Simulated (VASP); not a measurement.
Runs of VASP 6.6.1 on MoH4. Symmetry: I-43m, No. 217, cubic system. Conventional cell: a = 5.074 Å, b = 5.074 Å, c = 5.074 Å, α = 90.00°, β = 90.00°, γ = 90.00°. H (site symmetry 3m) is surrounded by 1 Mo at 1.11 Å. Mo (site symmetry -43m) is surrounded by 4 H at 1.11 Å. The cell was built by a generator and needn't be a form met in nature.

```csv
task,level,potentials or basis,spin,U,cell,cutoff (eV),smearing,monkhorst-Pack mesh,other keys,gap on the mesh (eV),pressure (GPa),largest force (eV/Å)
electric field gradients,PBE+U,"VASP PAW PBE potentials, release 64 (H, Mo)","collinear, ferromagnetic start",Mo d U = 3.5 eV,"atoms moved at random, drawn with an rms of 0.15 Å",500,gaussian 0.01 eV,yes,AMIX = 0.2; BMIX = 0.0001; AMIX_MAG = 0.8; BMIX_MAG = 0.0001; …,-,96.1,41.67
single point,PBE,"VASP PAW PBE potentials, release 64 (H, Mo_sv)",off,-,as given,520,fermi-dirac 0.05 eV,-,-,none,96.6,27.28
single point,r2SCAN+rVV10+U,"VASP PAW PBE potentials, release 64 (H, Mo)",off,Mo d U = 1 eV,volume scaled by 1.25,500,gaussian 0.05 eV,-,-,none,(a),19.36
relaxation of cell and atoms,PBE,"VASP PAW PBE potentials, release 64 (H, Mo_sv)",off,-,relaxed,600,gaussian 0.05 eV,-,-,none,-0.1,-
```

Alike in all rows: k mesh 8 × 8 × 8.

Estimate the missing entries.

(a) 58.0.

Caveats: the U is typed as a test and isn't derived for this compound (some runs); the cell as given lies far from equilibrium (some runs); a pressure of tens of GPa on the cell as given is suspect, and the run, the potentials or the cell itself is likely at fault (some runs); forces of over 1 eV/Å show positions far from the minimum, so gaps and moduli don't describe the material at rest (some runs); the PAW data sets were made with another functional, which shifts forces and pressure a little (some runs); U without spin polarisation on a metal has little footing (some runs).

A k mesh can miss the band edges, and the runs leave out spin-orbit coupling on Mo.

A gap of «none» marks a metal or a gap under the smearing width.

The runs don't all hold the same shells in valence.
